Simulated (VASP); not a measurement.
Input:

```
CELL_PARAMETERS angstrom
      3.76257     0.00000     0.00000
      0.00000     3.76257     0.00000
      0.00000     0.00000     4.62512
ATOMIC_POSITIONS crystal
  Sn 0.50000 0.00000 0.75451
  Sn 0.00000 0.50000 0.24549
  O  0.50000 0.50000 0.00000
  O  0.00000 0.00000 0.00000
```

Method: PBE GGA with D4 dispersion, VASP's PBE PAW potentials (set 64) (plane waves; VASP). Run with 520 eV cut-off, 6×6×5 Γ-centred mesh, Gaussian smearing of 0.050 eV, potentials Sn_d O.

Task: The ions and cell shape at fixed volume are relaxed. What does this cell relax into?

Result: 
```
CELL_PARAMETERS angstrom
      3.79756     0.00000     0.00000
      0.00000     3.79756     0.00000
      0.00000     0.00000     4.54029
ATOMIC_POSITIONS crystal
  Sn 0.50000 0.00000 0.74356
  Sn 0.00000 0.50000 0.25644
  O  0.50000 0.50000 0.00000
  O  0.00000 0.00000 0.00000
```
Space group P4/nmm (129), at a tolerance of 0.03 Å.

Task: How much energy does the relaxation gain?

Result: The energy (σ→0) changes by -12.1 meV/atom, in 7 ionic steps.

The compound is SnO in the litharge structure. This cell is one point of a volume scan, at 0.94 of the reference volume. Symmetry was kept, so distortions that lower it aren't found.
